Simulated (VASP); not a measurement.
InSb:

```
CELL_PARAMETERS angstrom
0.00000 3.26032 3.26032
3.26032 0.00000 3.26032
3.26032 3.26032 0.00000
ATOMIC_POSITIONS crystal
In 0.00000 0.00000 0.00000
Sb 0.25000 0.25000 0.25000
```

Base run:

- Program: VASP 6.6.1
- Functional: PBE0
- Potentials or basis: VASP PAW PBE potentials, release 64 (In_d, Sb)
- Cutoff: 520 eV
- k mesh: 4 × 4 × 4
- Occupations: gaussian, width 0.03 eV
- Spin: no spin polarisation

Its results: pressure 0.0 GPa.

The run is repeated on the same cell with these changes: functional from PBE0 to PBE. What comes out?

Pressure 2.7 GPa.

Caveats: some runs use coarse meshes; the PAW data sets were made with another functional, which shifts forces and pressure a little (some runs).
